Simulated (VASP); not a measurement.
Consider the following.

```
CELL_PARAMETERS angstrom
      6.17466     0.00000     0.00000
      0.00000     6.17466     0.00000
      0.00000     0.00000     6.17466
ATOMIC_POSITIONS crystal
  Cs 0.00000 0.00000 0.00000
  Sn 0.50000 0.50000 0.50000
  I  0.50000 0.00000 0.50000
  I  0.00000 0.50000 0.50000
  I  0.50000 0.50000 0.00000
```

All values below come from PW91 GGA, VASP's PBE PAW potentials (set 64) (plane waves; VASP). Settings: 520 eV cut-off, 4×4×4 Γ-centred mesh, Gaussian smearing of 0.050 eV, potentials Cs_sv Sn_d I.

Unless said otherwise, spin-orbit coupling is left out, though it shifts the bands of the heavy elements here.

Task: Predict the energy per atom (σ→0), pressure, band gap (on the k-mesh) with the smallest direct gap where there is one.

Result: 
```
Quantity                                      Value
-----------------------------------  --------------
band gap (on the k-mesh)                    0.23 eV
smallest direct gap (on the k-mesh)         0.23 eV
energy per atom (σ→0)                -2.810 eV/atom
pressure                                   1.08 GPa
```

Total energies compare only between runs with the same potentials, cut-off and functional.

The compound is CsSnI3 in the cubic perovskite structure, the ideal cubic form; the compound distorts at low or room temperature. This cell is one point of a volume scan, at 0.97 of the reference volume.
